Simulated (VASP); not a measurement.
Ni:

```
CELL_PARAMETERS angstrom
0.00000 1.76000 1.76000
1.76000 0.00000 1.76000
1.76000 1.76000 0.00000
ATOMIC_POSITIONS crystal
Ni 0.00000 0.00000 0.00000
```

The cell was built by a generator and needn't be a form met in nature.

Base run:

```yaml
Program: VASP 6.6.1
Functional: r2SCAN
Potentials_or_basis: VASP PAW PBE potentials, release 64 (Ni)
Cutoff: 520 eV
k_mesh: 31 × 31 × 31
Occupations: methfessel-paxton, width 0.1 eV
Spin: collinear spin, ferromagnetic start
Starting_moments: "[0.8] μB"
```

Its results: band gap on the k mesh none (metal or under the smearing width); pressure -6.8 GPa; net moment 0.74 μB per cell; site moments Ni +0.77 μB.

Problem. The run is repeated on the same cell with these changes: functional from r2SCAN to PBEsol. What comes out?

Solution. Band gap on the k mesh none (metal or under the smearing width); pressure -9.9 GPa; net moment 0.64 μB per cell; site moments Ni +0.65 μB.

Caveats: the PAW data sets were made with another functional, which shifts forces and pressure a little.
